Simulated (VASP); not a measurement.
Given:

```yaml
crystal:
  lattice:
    - [0.00000, 2.70385, 2.70385]
    - [2.70385, 0.00000, 2.70385]
    - [2.70385, 2.70385, 0.00000]
  atoms:
    - { symbol: Cu, position: [0.75000, 0.75000, 0.75000] }
    - { symbol: Cu, position: [0.25000, 0.25000, 0.25000] }
    - { symbol: S, position: [0.00000, 0.00000, 0.00000] }
```

Computed with LDA (Ceperley-Alder, Perdew-Zunger), VASP's LDA PAW potentials (set 64) (plane waves; VASP). Run with 400 eV cut-off, Gaussian smearing of 0.050 eV, potentials Cu S.

Problem. Estimate the band gap (along the path) with the smallest direct gap where there is one.

Solution. 
The band gap (along the path) is none (metal, semimetal or under 0.01 eV).

The structure comes from a computed database's Cu2S entry (Fm-3m); how it stands against other phases isn't given here. It was relaxed first, which changed the volume by -8 %.
